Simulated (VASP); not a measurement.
Input:

```
CELL_PARAMETERS angstrom
      3.26838     0.00000     0.00000
      0.00000     3.26838     0.00000
      0.00000     0.00000     3.26838
ATOMIC_POSITIONS crystal
  Hf 0.00000 0.00000 0.00000
  Si 0.50000 0.50000 0.50000
```

All values below come from r2SCAN meta-GGA, VASP's PBE PAW potentials (set 64) (plane waves; VASP). Run with 400 eV cut-off, 13×13×13 Γ-centred mesh, tetrahedra with Blöchl corrections, potentials Hf_pv Si.

Unless said otherwise, spin-orbit coupling is left out, though it shifts the bands of the heavy elements here.

### Question
Estimate the energy per atom (σ→0), band gap (over mesh and band path) with the smallest direct gap where there is one.

### Answer

```yaml
band gap (over mesh and band path): none (metal, semimetal or under 0.01 eV)
energy per atom (σ→0): -27.158 eV/atom
```

The structure was generated: HfSi was put into the CsCl type (Pm-3m), which need not be its known phase. It was relaxed first.
